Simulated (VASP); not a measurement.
Crystal: Nb2SiO2.

```
Nb Si O
1.0
    -1.88787    1.88787    4.55245
     1.88787   -1.88787    4.55245
     1.88787    1.88787   -4.55245
Nb Si O
2 1 2
Cartesian
  0.0000 0.0000 3.4143
  0.0000 0.0000 5.6906
  0.0000 0.0000 0.0000
  0.0000 1.8879 2.2762
  1.8879 0.0000 2.2762
```

The cell was built by a generator and needn't be a form met in nature.

```yaml
Program: VASP 6.6.1
Task: relaxation of cell and atoms
Functional: PBE
Potentials_or_basis: VASP PAW PBE potentials, release 64 (Nb_sv, Si, O)
Cutoff: 520 eV
k_mesh: 5 × 5 × 5
Occupations: gaussian, width 0.15 eV
Spin: no spin polarisation
```

At the start: pressure 4.6 GPa; volume 12.98 Å³/atom.

**Question.** Where does the relaxation end?

**Answer.** Over 12 steps the energy falls by 498.9 meV/atom and the volume is 12.75 Å³/atom (-1.7 %); space group I4/mmm (No. 139, to 0.05 Å).

The path:
| step | energy change (eV) | largest force (eV/Å) | pressure (GPa) | volume (Å³) |
| --- | --- | --- | --- | --- |
| 1 | 0.0000 | 6.5044 | 4.59 | 64.90 |
| 2 | -0.8256 | 5.1998 | 6.75 | 67.75 |
| 3 | -1.6225 | 1.9995 | -1.03 | 66.61 |
| 4 | -1.6267 | 1.7816 | -1.66 | 66.55 |
| 5 | -2.2174 | 1.9376 | -1.34 | 65.60 |
| 6 | -2.3795 | 1.7722 | -0.69 | 64.83 |
| 7 | -2.3939 | 1.6016 | -0.36 | 64.48 |
| 8 | -2.4252 | 1.5870 | -2.81 | 64.06 |
| 9 | -2.4814 | 0.0773 | -2.05 | 64.24 |
| 10 | -2.4835 | 0.0299 | 3.39 | 62.73 |
| 11 | -2.4925 | 0.0601 | 0.83 | 63.44 |
| 12 | -2.4945 | 0.0147 | -0.07 | 63.77 |

Final structure:
```
CELL_PARAMETERS angstrom
-1.72539 1.72539 5.35502
1.72539 -1.72539 5.35502
1.72539 1.72539 -5.35502
ATOMIC_POSITIONS crystal
Nb 0.36654 0.36654 0.00000
Nb 0.63346 0.63346 0.00000
Si 0.00000 0.00000 0.00000
O 0.75000 0.25000 0.50000
O 0.25000 0.75000 0.50000
```

Caveat: the k mesh is coarse (spacing up to 0.47 Å⁻¹), so the values aren't converged.
